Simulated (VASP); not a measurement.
Data:

```
CELL_PARAMETERS angstrom
     -2.54838     2.54838     1.34034
      2.54838    -2.54838     1.34034
      2.54838     2.54838    -1.34034
ATOMIC_POSITIONS crystal
  W  0.75000 0.25000 0.50000
  W  0.00000 0.00000 0.00000
```

These are r2SCAN meta-GGA, VASP's PBE PAW potentials (set 64) (plane waves; VASP) values and carry that method's errors. Run with 400 eV cut-off, 17×17×17 Γ-centred mesh, tetrahedra with Blöchl corrections, potentials W_sv.

**Question.** Give the energies of bands 9 to 17 at the high-symmetry points, in eV from the Fermi level.

**Answer.** 
```json
[
 {"band": "9", "Γ": "-9.42", "X": "-5.95", "M": "-5.79", "Z": "-4.16", "P": "-4.58", "N": "-5.31"},
 {"band": "10", "Γ": "-5.75", "X": "-5.95", "M": "-5.79", "Z": "-4.16", "P": "-4.58", "N": "-4.98"},
 {"band": "11", "Γ": "-4.18", "X": "-3.23", "M": "-2.79", "Z": "-3.50", "P": "-4.37", "N": "-3.51"},
 {"band": "12", "Γ": "-3.97", "X": "-3.23", "M": "-2.79", "Z": "-2.78", "P": "-4.37", "N": "-2.85"},
 {"band": "13", "Γ": "-2.87", "X": "-1.52", "M": "-0.89", "Z": "-1.37", "P": "-0.24", "N": "-0.36"},
 {"band": "14", "Γ": "2.40", "X": "-1.52", "M": "-0.89", "Z": "-0.50", "P": "-0.24", "N": "-0.31"},
 {"band": "15", "Γ": "2.40", "X": "0.52", "M": "1.30", "Z": "0.40", "P": "2.40", "N": "-0.30"},
 {"band": "16", "Γ": "2.44", "X": "0.52", "M": "1.30", "Z": "0.40", "P": "2.40", "N": "2.17"},
 {"band": "17", "Γ": "2.44", "X": "3.49", "M": "2.97", "Z": "2.94", "P": "3.59", "N": "3.08"}
]
```

It has no gap at this level: it comes out as a metal or semimetal.

The structure was generated: W was put into the beta-Sn type (I4_1/amd), which need not be its known phase. It was relaxed first, which changed the volume by +5 %.
